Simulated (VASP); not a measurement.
OSZICAR of a VASP run on CrO2 (rutile):

File OSZICAR:
```
       N       E                     dE             d eps       ncg     rms          rms(c)
DAV:   1     0.616539651094E+03    0.61654E+03   -0.26679E+04  7200   0.179E+03
DAV:   2     0.788379184886E+01   -0.60866E+03   -0.57223E+03  7830   0.527E+02
DAV:   3    -0.640196550608E+02   -0.71903E+02   -0.70148E+02  8662   0.175E+02
DAV:   4    -0.659393869615E+02   -0.19197E+01   -0.18653E+01  8460   0.284E+01
DAV:   5    -0.659827697960E+02   -0.43383E-01   -0.43330E-01  9060   0.434E+00    0.433E+01
DAV:   6    -0.573514135243E+02    0.86314E+01   -0.15289E+02  8298   0.103E+02    0.359E+01
DAV:   7    -0.525767123045E+02    0.47747E+01   -0.98134E+01  8692   0.986E+01    0.193E+01
DAV:   8    -0.505596867752E+02    0.20170E+01   -0.66956E+00  8114   0.237E+01    0.694E+00
DAV:   9    -0.502643788117E+02    0.29531E+00   -0.18670E+00  9446   0.121E+01    0.229E+00
DAV:  10    -0.502728163602E+02   -0.84375E-02   -0.18161E-01  7984   0.390E+00    0.127E+00
DAV:  11    -0.502743531763E+02   -0.15368E-02   -0.19716E-02  9604   0.123E+00    0.542E-01
DAV:  12    -0.502738873233E+02    0.46585E-03   -0.32137E-03  9576   0.547E-01    0.239E-01
DAV:  13    -0.502737709577E+02    0.11637E-03   -0.90794E-04  8982   0.312E-01    0.873E-02
DAV:  14    -0.502737553041E+02    0.15654E-04   -0.99601E-05  8424   0.747E-02    0.441E-02
DAV:  15    -0.502737544371E+02    0.86694E-06   -0.28004E-05  9180   0.391E-02    0.149E-02
DAV:  16    -0.502737546374E+02   -0.20027E-06   -0.25868E-06  9242   0.135E-02    0.540E-03
DAV:  17    -0.502737547102E+02   -0.72793E-07   -0.61886E-07  8068   0.709E-03
   1 F= -.51302978E+02 E0= -.51302729E+02  d E =-.513030E+02  mag=     4.0000
       N       E                     dE             d eps       ncg     rms          rms(c)
DAV:   1    -0.502769977021E+02   -0.32431E-02   -0.88009E-01  7200   0.642E+00    0.530E-01
DAV:   2    -0.502766205110E+02    0.37719E-03   -0.25950E-02  8670   0.127E+00    0.384E-01
DAV:   3    -0.502758370951E+02    0.78342E-03   -0.26341E-03  9464   0.516E-01    0.232E-01
DAV:   4    -0.502755178758E+02    0.31922E-03   -0.16215E-03  9850   0.364E-01    0.156E-01
DAV:   5    -0.502754997413E+02    0.18135E-04   -0.23454E-04  9000   0.149E-01    0.853E-02
DAV:   6    -0.502754920528E+02    0.76885E-05   -0.24932E-05 10160   0.427E-02    0.579E-02
DAV:   7    -0.502754911573E+02    0.89547E-06   -0.92452E-06 10246   0.236E-02    0.148E-02
DAV:   8    -0.502754911131E+02    0.44233E-07   -0.57234E-07  7708   0.626E-03
   2 F= -.51304479E+02 E0= -.51304273E+02  d E =-.150080E-02  mag=     4.0000
       N       E                     dE             d eps       ncg     rms          rms(c)
DAV:   1    -0.502755126094E+02   -0.21452E-04   -0.12683E-02  7224   0.771E-01    0.637E-02
DAV:   2    -0.502755071794E+02    0.54300E-05   -0.37157E-04  8718   0.153E-01    0.465E-02
DAV:   3    -0.502754959506E+02    0.11229E-04   -0.38865E-05  9440   0.632E-02    0.283E-02
DAV:   4    -0.502754910848E+02    0.48658E-05   -0.24070E-05  9816   0.444E-02    0.186E-02
DAV:   5    -0.502754908741E+02    0.21068E-06   -0.33231E-06  8902   0.175E-02    0.101E-02
DAV:   6    -0.502754907834E+02    0.90642E-07   -0.31606E-07  7354   0.481E-03
   3 F= -.51304506E+02 E0= -.51304291E+02  d E =-.152823E-02  mag=     4.0000
```

Q: Which electronic solver shows in the log?

A: It is blocked Davidson (ALGO = Normal, or the opening steps of other solvers). The INCAR had ALGO = Normal.

Q: How was spin treated?

A: Collinear spin (ISPIN = 2): the summary line carries one mag value, 4.00 μB in the cell.

Q: Can the final energy be trusted as converged?

A: The calculation finished and met its thresholds. It stopped with EDIFF = 1E-7, NELM = 100, NSW = 30 and EDIFFG = -0.01 after 3 ionic steps (PBE GGA with D3 dispersion (zero damping), plane waves, VASP's PBE PAW potentials (set 64)).

The compound is CrO2 in the rutile structure. This cell is one point of a volume scan, at 0.97 of the reference volume. Symmetry was kept, so distortions that lower it aren't found.
